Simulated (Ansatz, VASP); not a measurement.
# ZnSe (Stilleite) in two plane-wave programs, part 3 of 3

Wanted: the spread between two codes on one cell, functional and k mesh. The cell is taken from a series of runs on this material, whose earlier steps may have relaxed, scaled, displaced or heated it; both programs get it as it stands.

VASP 6.6.1 and Ansatz 0.2.0.

So far: Starting point; Ansatz: zone-centre phonons, PBE, pair 1; VASP: zone-centre phonons, PBE, pair 1; Side by side.

**5. Ansatz: zone-centre phonons, PBE, pair 2**

Level of this step: Ansatz beside VASP: Kohn-Sham DFT, plane waves, PBE (Ansatz).

Second derivatives magnify differences that forces hide, and they need a tight electronic threshold. The cell compared in this pair holds 48.98 Å³, against 48.04 Å³ for the pair before.

The cell is taken from a series of runs on this material, whose earlier steps may have relaxed, scaled, displaced or heated it; both programs get it as it stands.

Input file input.yaml:

```yaml
crystal:
  lattice:
    - [0.0, 2.9040334909, 2.9040334909]
    - [2.9040334909, 0.0, 2.9040334909]
    - [2.9040334909, 2.9040334909, 0.0]
  atoms:
    - { symbol: Zn, position: [0.0, 0.0, 0.0] }
    - { symbol: Se, position: [0.75, 0.75, 0.75] }
kpoints:
  mp_grid: { grid: [12, 12, 12] }
hamiltonian:
  xc: pbe
  pseudopotentials: { kind: paw, azcp: { folder: soft_1 } }
scf:
  occupations: { method: fixed }
output:
  eigenvalues: true
phonons:
  method: dfpt
  dielectric: true
  rigid_motions: translations
```

Started as:

```console
ansatz run input.yaml --threads 4 --pin off --max-ram 10240MiB --backend cpu --events-out ev --progress --plain --runs-dir out
```

Numbers of over 12 decimals in the logs are rounded to 6 here.

The log of the run:

```text
[...]
Crystal: 2 atoms, lattice volume = 48.982 Å³
Basis set: ecut = 420 eV, 941 PW (Γ), exchange–correlation on 60×60×60 points (8 copies of the dense FFT grid, shifted against one another)
Bands: 18, of which v1, the nominal top of the filled ones, is band 14 counted from 1 (13 counted from 0)
Symmetry: 24 space group operations
k-points: 280 of 1728 (irreducible under 4 space group operations, time reversal used)
[...]
optical modes at Γ + LO–TO along q̂ = [1.0000, 0.0000, 0.0000]:
      ω (cm⁻¹)  modes    IR ((D/Å)²/amu)
[...]
optical modes at Γ + LO–TO along q̂ = [0.0000, 1.0000, 0.0000]:
      ω (cm⁻¹)  modes    IR ((D/Å)²/amu)
        181.43      2             6.0246
        224.40      1             3.0123
  optical modes at Γ + LO–TO along q̂ = [0.0000, 0.0000, 1.0000]:
      ω (cm⁻¹)  modes    IR ((D/Å)²/amu)
        181.43      2             6.0246
        224.40      1             3.0123
[key lines of the parts left out:]
SCF converged after 10 iterations
Free energy (F): -8789.536341 eV
Fermi energy:    5.591790 eV
```

**6. VASP: zone-centre phonons, PBE, pair 2**

The same cell, functional and mesh now go to VASP, with its own data sets.

Input file INCAR:

```
SYSTEM = ZnSe
PREC = Accurate
ENCUT = 500
EDIFF = 1E-08
NELM = 120
ISMEAR = 0
SIGMA = 0.01
LREAL = .FALSE.
ALGO = Normal
GGA = PE
NBANDS = 15
LORBIT = 11
LWAVE = .FALSE.
LCHARG = .FALSE.
ISIF = 2
IBRION = 8
LEPSILON = .TRUE.
LASPH = .TRUE.
GGA_COMPAT = .FALSE.
EFERMI = MIDGAP
KPAR = 2
```

Input file POSCAR:

```
ZnSe
1.0
    0.0000000000      2.9040334909      2.9040334909
    2.9040334909      0.0000000000      2.9040334909
    2.9040334909      2.9040334909      0.0000000000
Zn Se
1 1
Direct
    0.0000000000      0.0000000000      0.0000000000
    0.7500000000      0.7500000000      0.7500000000
```

Input file KPOINTS:

```
Automatic mesh
0
Gamma
12 12 12
0 0 0
```

PAW data sets: Zn and Se (PBE family, release 64).

Started as:

```console
mpirun -np 2 vasp_std
```

The log of the run:

```text
[... set-up lines as in an earlier step ...]
 entering main loop
       N       E                     dE             d eps       ncg     rms          rms(c)
DAV:   1     0.836072966396E+02    0.83607E+02   -0.86536E+03  2168   0.131E+03
DAV:   2    -0.818617075626E+00   -0.84426E+02   -0.79679E+02  2349   0.250E+02
DAV:   3    -0.626977606434E+01   -0.54512E+01   -0.54260E+01  2671   0.628E+01
DAV:   4    -0.631575287137E+01   -0.45977E-01   -0.45971E-01  2524   0.623E+00
[...]
DAV:  15    -0.602296133087E+01   -0.13231E-07   -0.54884E-09  1857   0.139E-03    0.110E-04
DAV:  16    -0.602296134200E+01   -0.11127E-07   -0.10399E-09  1304   0.272E-04    0.443E-05
DAV:  17    -0.602296134363E+01   -0.16323E-08   -0.90209E-11  1157   0.119E-04
   1 F= -.60229613E+01 E0= -.60229613E+01  d E =0.000000E+00
 Linear response reoptimize wavefunctions to high precision
DAV:   1    -0.602296134237E+01    0.12531E-08   -0.19328E-11  1430   0.672E-05
DAV:   2    -0.602296134235E+01    0.27057E-10   -0.27709E-12  1164   0.163E-05
 Linear response G [H, r] |phi>, progress :
  Direction:   1
[...]
RMM:  10    -0.209609687678E+00   -0.64956E-08    0.82414E-10 15810   0.147E-05    0.303E-06
 first order change of Fermi-energy   0.38802E+00
 force on displaced ion       1 direction 1 :  -4.384  -0.000  -0.000
 Born effective charge ion    1 direction 1 :   2.168   0.000   0.000
 Linear response progress:
  Degree of freedom:   2/  2
       N       E                     dE             d eps       ncg     rms          rms(c)
RMM:   1    -0.826679937461E-01   -0.82668E-01    0.10553E-01 20234   0.161E+00
RMM:   2    -0.822626460333E-01    0.40535E-03   -0.27765E-03 13158   0.426E-01    0.104E-01
RMM:   3    -0.824799940989E-01   -0.21735E-03   -0.12184E-04 14674   0.857E-02    0.582E-02
RMM:   4    -0.828785367220E-01   -0.39854E-03   -0.45499E-05 14719   0.446E-02    0.736E-03
[...]
RMM:  10    -0.828899072932E-01    0.50685E-07    0.73417E-10 15147   0.210E-05    0.718E-06
RMM:  11    -0.828899400250E-01   -0.32732E-07   -0.98997E-10 13989   0.123E-05    0.185E-06
RMM:  12    -0.828899452918E-01   -0.52668E-08   -0.13345E-10 10454   0.435E-06    0.212E-07
 first order change of Fermi-energy  -0.38782E+00
 force on displaced ion       2 direction 1 :  -4.403  -0.000  -0.000
 Born effective charge ion    2 direction 1 :  -2.174   0.000   0.000
 Born effective charges drift removed
 Linear response finished
```

OUTCAR, selected parts (step 6):

```text
  Total       -0.5690701     -0.5690701     -0.5690701      0.0000000      0.0000000     -0.0000000
  in kB      -18.6140777    -18.6140777    -18.6140777      0.0000000      0.0000000     -0.0000000
  external PRESSURE =     -18.6140777 kB  Pullay stress =       0.0000000 kB

 POSITION                                       TOTAL-FORCE (eV/Angst)
 -----------------------------------------------------------------------------------
      0.00000      0.00000      0.00000         0.000000      0.000000      0.000000
      4.35605      4.35605      4.35605        -0.000000     -0.000000     -0.000000
 -----------------------------------------------------------------------------------
    total drift:                               -0.000000     -0.000000     -0.000000

 MACROSCOPIC STATIC DIELECTRIC TENSOR (including local field effects in DFT)
 ------------------------------------------------------
           7.680618    -0.000000     0.000000
          -0.000000     7.680618    -0.000000
          -0.000000     0.000000     7.680618
 ------------------------------------------------------

 MACROSCOPIC STATIC DIELECTRIC TENSOR IONIC CONTRIBUTION
 ------------------------------------------------------
           3.967261     0.000000    -0.000000
           0.000000     3.967261     0.000000
          -0.000000     0.000000     3.967261
 ------------------------------------------------------

[... 1 part as in an earlier step ...]

[... 1 further part left out ...]
```

**7. Side by side**

What differs besides the data sets and the points named for the pairs above, as far as they apply: the data sets hold 28 valence electrons in Ansatz (on its PAW soft_1 files) and 18 in VASP. Total energies have different zeros and are not compared.

Compared:

```
                                     quantity  Ansatz   VASP  difference
                                        ε∞ xx    7.52   7.68     -2.08 %
                                        ε∞ yy    7.52   7.68     -2.08 %
                                        ε∞ zz    7.52   7.68     -2.08 %
Born charge of Zn1 (mean of the diagonal) (e)    2.16   2.17       -0.01
Born charge of Se2 (mean of the diagonal) (e)   -2.16  -2.17       +0.01
                   optical mode 1 to 3 (cm⁻¹)   181.4  182.7     -0.72 %
```

Modes are paired by rising frequency, not by their patterns, so a pair may set unlike modes beside each other; they are those without the splitting of longitudinal modes.

**8. Outcome**

```yaml
r_m_s_difference_of_the_optical_zone_centre_modes_each_program_s_sorted_by_frequency_zone_centre_phonons_pbe_pair_1: 1.9 cm⁻¹
difference_in_eps_infinity_xx_zone_centre_phonons_pbe_pair_1: -1.6 %
r_m_s_difference_of_the_optical_zone_centre_modes_each_program_s_sorted_by_frequency_zone_centre_phonons_pbe_pair_2: 1.3 cm⁻¹
difference_in_eps_infinity_xx_zone_centre_phonons_pbe_pair_2: -2.1 %
```

The r.m.s. difference of the optical zone-centre modes, each program's sorted by frequency is 1.9 cm⁻¹ (zone-centre phonons, PBE, pair 1). The data sets hold unlike numbers of valence electrons (28 in Ansatz and 18 in VASP), so part of the differences may come from the potentials. Among the rows given in per cent, the largest difference of the zone-centre phonons, PBE, pair 1 pair is in ε∞ xx, -1.6 %. Among the rows given in per cent, the largest difference of the zone-centre phonons, PBE, pair 2 pair is in ε∞ xx, -2.1 %. Such differences can come from data sets, numerical settings and the points named under the comparisons, not from the functional's error against experiment.

[Lines on the potential files, build, host, timing and source positions are cut from VASP's logs without a mark.]

[Logs are printed without paths, hosts, clocks, repeated set-up lines and the standing remarks that a program may print on its own settings, such as how far it seeks lower states.]

[Hosts, paths, dates, database ids (printed as entryN), source tags and the programs' standing remarks are cut or masked in the printed files.]
